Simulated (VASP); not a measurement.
Computed with PBE GGA, VASP's PBE PAW potentials (set 64) (plane waves; VASP 6.6.1).

VASP ran on this input.

### INCAR
```
! general
SYSTEM  = RuSe
PREC    = Accurate
ENCUT   = 400
LREAL   = .FALSE.
LASPH   = .TRUE.   ! aspherical one-centre terms

! electronic loop
EDIFF   = 1E-6   ! SCF stop (eV)
NELM    = 100   ! most electronic steps
ALGO    = Normal
IMIX    = 1
AMIX    = 0.6
BMIX    = 0.0001
LMAXMIX = 4

! smearing
ISMEAR  = 0
SIGMA   = 0.05

! functional
GGA     = PE   ! PBE

! ions
ISIF    = 2   ! forces and stress, cell fixed

! output
LWAVE   = .FALSE.
LCHARG  = .FALSE.
```

### POSCAR
```
RuSe
1
    3.3300590000     0.0000000000     0.0000000000
   -1.6650300000     2.8839160000     0.0000000000
    0.0000000000     0.0000000000     3.2499730000
Ru Se
1 1
Direct
  0.0000000000   0.0000000000   0.0000000000
  0.6666670000   0.3333330000   0.5000000000
```

### KPOINTS
```
Regular mesh
0
Gamma
  8 8 7
0 0 0
```

POTCAR, in this order: Ru_pv Se (PBE.64 set). Program: vasp_std.

The resulting files:

**OUTCAR**
```
 ion  position               nearest neighbor table
   1  0.000  0.000  0.000-   2 2.52   2 2.52   2 2.52   2 2.52   2 2.52   2 2.52
   2  0.667  0.333  0.500-   1 2.52   1 2.52   1 2.52   1 2.52   1 2.52   1 2.52
  LATTYP: Found a hexagonal cell.
 ALAT       =     3.3300590000
 C/A-ratio  =     0.9759505763
 Subroutine PRICEL returns:
 Original cell was already a primitive cell.
 Subroutine GETGRP returns: Found 12 space group operations
The static configuration has the point symmetry D_3h.
The dynamic configuration has the point symmetry D_3h.
 Subroutine INISYM returns: Found 12 space group operations
 Subroutine IBZKPT returns following result:
 Found     40 irreducible k-points:

 Following reciprocal coordinates:
            Coordinates               Weight
  0.000000  0.000000  0.000000      1.000000
  0.125000 -0.000000  0.000000      6.000000
  0.250000 -0.000000  0.000000      6.000000
  0.375000  0.000000  0.000000      6.000000
  0.500000 -0.000000  0.000000      3.000000
  0.125000  0.125000  0.000000      6.000000
  0.250000  0.125000  0.000000     12.000000
  0.375000  0.125000  0.000000     12.000000
...
```

**OSZICAR**
```
       N       E                     dE             d eps       ncg     rms          rms(c)
DAV:   1     0.121190642466E+03    0.12119E+03   -0.10051E+04  1168   0.113E+03
DAV:   2    -0.908927659440E+01   -0.13028E+03   -0.12799E+03  1360   0.317E+02
DAV:   3    -0.120404623829E+02   -0.29512E+01   -0.29327E+01  1312   0.494E+01
DAV:   4    -0.120640178948E+02   -0.23556E-01   -0.23551E-01  1368   0.439E+00
DAV:   5    -0.120645900097E+02   -0.57211E-03   -0.57211E-03  1406   0.551E-01    0.138E+01
DAV:   6    -0.121134008638E+02   -0.48811E-01   -0.19896E+00  1156   0.152E+01    0.449E+00
DAV:   7    -0.125381081415E+02   -0.42471E+00   -0.51090E+00  1162   0.235E+01    0.648E+00
DAV:   8    -0.136351104752E+02   -0.10970E+01   -0.13221E+01  1156   0.373E+01    0.887E+00
DAV:   9    -0.172136806746E+02   -0.35786E+01   -0.53964E+01  1174   0.692E+01    0.154E+01
DAV:  10    -0.246071324903E+02   -0.73935E+01   -0.10653E+02  1132   0.102E+02    0.258E+01
DAV:  11    -0.444741646381E+02   -0.19867E+02   -0.42284E+02  1264   0.186E+02    0.341E+01
DAV:  12    -0.641123158442E+02   -0.19638E+02   -0.65360E+02  1132   0.227E+02    0.105E+02
DAV:  13    -0.895077778662E+02   -0.25395E+02   -0.10660E+03  1372   0.308E+02    0.671E+01
DAV:  14    -0.909772863013E+02   -0.14695E+01   -0.14166E+03  1358   0.342E+02    0.274E+02
DAV:  15    -0.125168246910E+03   -0.34191E+02   -0.21108E+03  1576   0.330E+02    0.180E+02
DAV:  16    -0.922279354697E+02    0.32940E+02   -0.18510E+03  1600   0.443E+02    0.273E+02
DAV:  17    -0.126746713497E+03   -0.34519E+02   -0.23503E+03  1582   0.338E+02    0.235E+02
DAV:  18    -0.896877669583E+02    0.37059E+02   -0.18548E+03  1550   0.443E+02    0.235E+02
DAV:  19    -0.124883090158E+03   -0.35195E+02   -0.22906E+03  1600   0.337E+02    0.234E+02
DAV:  20    -0.919844431442E+02    0.32899E+02   -0.18595E+03  1662   0.438E+02    0.396E+02
DAV:  21    -0.146277780606E+03   -0.54293E+02   -0.27379E+03  1604   0.355E+02    0.331E+02
DAV:  22    -0.915773332389E+02    0.54700E+02   -0.19772E+03  1592   0.459E+02    0.241E+02
DAV:  23    -0.131839940384E+03   -0.40263E+02   -0.24952E+03  1620   0.345E+02    0.276E+02
DAV:  24    -0.893324849895E+02    0.42507E+02   -0.18682E+03  1632   0.446E+02    0.273E+02
DAV:  25    -0.131078293978E+03   -0.41746E+02   -0.24311E+03  1630   0.344E+02    0.273E+02
DAV:  26    -0.897848318748E+02    0.41293E+02   -0.18841E+03  1580   0.446E+02    0.252E+02
DAV:  27    -0.130183470663E+03   -0.40399E+02   -0.24207E+03  1572   0.342E+02    0.260E+02
DAV:  28    -0.888307900025E+02    0.41353E+02   -0.18782E+03  1570   0.445E+02    0.274E+02
DAV:  29    -0.132252119780E+03   -0.43421E+02   -0.24860E+03  1594   0.348E+02    0.269E+02
DAV:  30    -0.899018287555E+02    0.42350E+02   -0.19057E+03  1580   0.447E+02    0.249E+02
DAV:  31    -0.127978783564E+03   -0.38077E+02   -0.23954E+03  1606   0.341E+02    0.255E+02
DAV:  32    -0.106521909141E+03    0.21457E+02   -0.20443E+03  1654   0.442E+02    0.478E+02
DAV:  33    -0.781101049710E+03   -0.67458E+03   -0.93150E+03  1644   0.371E+02    0.387E+02
DAV:  34    -0.108117871984E+04   -0.30008E+03   -0.12020E+04  1616   0.481E+02    0.291E+02
DAV:  35    -0.880158103438E+03    0.20102E+03   -0.10557E+04  1652   0.379E+02    0.316E+02
DAV:  36    -0.906025475802E+02    0.78956E+03   -0.23646E+03  1612   0.477E+02    0.364E+02
DAV:  37    -0.833433327136E+03   -0.74283E+03   -0.96741E+03  1624   0.368E+02    0.348E+02
DAV:  38    -0.158330949820E+04   -0.74988E+03   -0.17042E+04  1644   0.476E+02    0.313E+02
```

stdout:
```
...
 WARNING: Sub-Space-Matrix is not hermitian in DAV            5
 -0.890219024562470
 WARNING: Sub-Space-Matrix is not hermitian in DAV            6
 -0.354938606971291
 WARNING: Sub-Space-Matrix is not hermitian in DAV            7
  5.981783705822354E-003
 WARNING: Sub-Space-Matrix is not hermitian in DAV            8
  0.246903159969081
 WARNING: Sub-Space-Matrix is not hermitian in DAV            9
   3.78433171621220
 WARNING: Sub-Space-Matrix is not hermitian in DAV           10
  0.247273578490365
 WARNING: Sub-Space-Matrix is not hermitian in DAV           11
 -0.277557544471036
 WARNING: Sub-Space-Matrix is not hermitian in DAV           12
 -7.843516897515868E-002
 WARNING: Sub-Space-Matrix is not hermitian in DAV           13
  0.188009474460494
 WARNING: Sub-Space-Matrix is not hermitian in DAV           14
  -1.10479889369527
 WARNING: Sub-Space-Matrix is not hermitian in DAV           15
 -0.171749480672290
 WARNING: Sub-Space-Matrix is not hermitian in DAV           16
   1.30077097558147

 -----------------------------------------------------------------------------
|                                                                             |
|     EEEEEEE  RRRRRR   RRRRRR   OOOOOOO  RRRRRR      ###     ###     ###     |
|     E        R     R  R     R  O     O  R     R     ###     ###     ###     |
|     E        R     R  R     R  O     O  R     R     ###     ###     ###     |
|     EEEEE    RRRRRR   RRRRRR   O     O  RRRRRR       #       #       #      |
|     E        R   R    R   R    O     O  R   R                               |
|     E        R    R   R    R   O     O  R    R      ###     ###     ###     |
|     EEEEEEE  R     R  R     R  OOOOOOO  R     R     ###     ###     ###     |
|                                                                             |
|     EDDAV: Call to ZHEGV failed. Returncode = 10 2 16                       |
|                                                                             |
|       ---->  I REFUSE TO CONTINUE WITH THIS SICK JOB ... BYE!!! <----       |
|                                                                             |
 -----------------------------------------------------------------------------
```

VASP stops with an error: EDDAV: Call to ZHEGV failed. Returncode = 10 2 16 ----> I REFUSE TO CONTINUE WITH THIS SICK JOB ... BYE!!! <----

The structure was generated: RuSe was put into the WC type (P-6m2), which need not be its known phase. The cell was not relaxed at this level. The run is one of a series of settings (AMIX = 0.6, BMIX = 0.0001, IMIX = 1 against the base run), some of them coarse on purpose.
